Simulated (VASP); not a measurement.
Energy against volume of CoSi₂ (fluorite). Method: PBE GGA with D3 dispersion (zero damping), VASP's PBE PAW potentials (set 64) (plane waves; VASP 6.6.1).

| V (Å³/atom) | E (eV/atom) |
|---|---|
| 11.776 | -6.69171 |
| 12.152 | -6.71461 |
| 12.528 | -6.72179 |
| 12.904 | -6.71561 |
| 13.279 | -6.69812 |

Task: Fit a third-order Birch-Murnaghan equation of state.

Result: 
```json
{
  "volume_per_atom": "12.53 Å³/atom",
  "bulk_modulus": "1890 kbar",
  "pressure_derivative_of_the_bulk_modulus": "4.50",
  "lattice_constant_a": "5.318 Å"
}
```

Measured: a 5.365 Å (computed value off by -0.9 %), as given by Ganesh Hegde et al., Applied Physics Letters (2014), arXiv:1405.1317. The calculation is for a static lattice, while the measured a holds thermal and zero-point effects, which are part of the difference.

The compound is CoSi2 in the fluorite structure. It was relaxed first. The run is not spin-polarised, so no magnetic state was tried.
